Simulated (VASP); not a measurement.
Consider the following.

```xyz
1
Lattice="-1.5578 1.5578 1.5578 1.5578 -1.5578 1.5578 1.5578 1.5578 -1.5578" Properties=species:S:1:pos:R:3 pbc="T T T"
Mo     0.0000     0.0000     0.0000
```

These are LDA (Ceperley-Alder, Perdew-Zunger), VASP's LDA PAW potentials (set 64) (plane waves; VASP) values and carry that method's errors. Settings: 520 eV cut-off, 16×16×16 Γ-centred mesh, first-order Methfessel-Paxton smearing of 0.10 eV, potentials Mo_sv.

Task: Give the energy at these volumes per atom, relative to the lowest: 14.23, 14.69, 15.14, 15.60, 16.05 Å³.

Result: 52.4, 11.9, 0.0, 12.9, 47.0 meV/atom. A third-order Birch-Murnaghan fit gives B0 = 291 GPa and B0′ = 4.0.

Measured: bulk modulus 265 GPa at 0 K (computed value off by +10.0 %), as given by Vázquez-Parga, Fernández-Martínez, Viñes, J. Chem. Theory Comput. (2023), doi:10.1021/acs.jctc.3c00612, Supporting … [zero-point energy and finite temperature contributions removed]; a 3.141 Å at 0 K (computed value off by -0.8 %), as given by Daniel Mejia-Rodriguez et al., Physical Review B (2018), arXiv:1807.09216 [static lattice: zero-point anharmonic expansion removed].

The compound is Mo in the bcc structure. It was relaxed first.
